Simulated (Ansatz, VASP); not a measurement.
# AlB2C2: VASP beside Ansatz

Contents of INCAR:

```
  PREC = Accurate
  ENCUT = 600
  EDIFF = 1E-7
  ISMEAR = 0
  SIGMA = 0.1
  LREAL = False
  LASPH = True
  NELM = 80
  ALGO = Normal
  ISIF = 3
  LWAVE = False
  LCHARG = False
  GGA = PE
  IBRION = 2
  NSW = 90
  EDIFFG = -0.04
```

KPOINTS

```
regular mesh
0
Gamma
  6 6 4
```

The input POSCAR:

```
AlB2C2
1.0
    3.3706743100      0.0000000000      0.0000000000
   -1.6853371600      2.9190895800      0.0000000000
    0.0000000000      0.0000000000      5.6873995300
Al B C
1 2 2
Direct
    0.0000000000      0.0000000000      0.5000000000
    0.3333333300      0.6666666700      0.5000000000
    0.6666666700      0.3333333300      0.5000000000
    0.3333333300      0.6666666700      0.0000000000
    0.6666666700      0.3333333300      0.0000000000
```

Input for Ansatz:

```yaml
crystal:
  lattice:
    - [3.37067431, 0.0, 0.0]
    - [-1.68533716, 2.91908958, 0.0]
    - [0.0, 0.0, 5.68739953]
  atoms:
    - { symbol: Al, position: [0.0, 0.0, 0.5] }
    - { symbol: B, position: [0.33333333, 0.66666667, 0.5] }
    - { symbol: B, position: [0.66666667, 0.33333333, 0.5] }
    - { symbol: C, position: [0.33333333, 0.66666667, 0.0] }
    - { symbol: C, position: [0.66666667, 0.33333333, 0.0] }
basis:
  ecutwfc: 420
kpoints:
  mp_grid: { grid: [6, 6, 4] }
hamiltonian:
  xc: pbe
scf:
  occupations: { method: gaussian, width: 0.1 }
  lower_state_search: "off"
output:
  forces: true
  stress: true
  eigenvalues: true
relax:
  adjacent_minimum: "off"
  f_tol: 0.04
  max_steps: 70
  cell: { stress_tol: 0.4 }
```

Alike in both runs: task relaxation of cell and atoms; functional PBE; k mesh 6 × 6 × 4; occupations gaussian, width 0.1 eV; no spin polarisation.

```csv
,VASP,Ansatz
version,VASP 6.6.1,Ansatz 0.2.0
potentials or method,"VASP PAW PBE potentials, release 64 (Al, B, C)","scalar-relativistic, plane waves, PAW"
plane-wave cutoff (eV),600,420
valence electrons in the cell,17,17
```

VASP gave:

- gap on the k mesh at the Fermi level, each at its own relaxed structure (eV): none
- relaxed volume (Å³/atom): 11.10
- relaxed cell length with the largest relative difference (Å): 4.766
- energy change over the relaxation (meV/atom): -1351

Task: Which values does Ansatz return?

Result: gap on the k mesh at the Fermi level, each at its own relaxed structure (eV): none; relaxed volume (Å³/atom): 14.05; relaxed cell length with the largest relative difference (Å): 5.383; energy change over the relaxation (meV/atom): -1426.

A gap of «none» marks a metal or a gap that the smearing closes. One of these differences is far larger than is usual between the two programs; its cause wasn't traced.
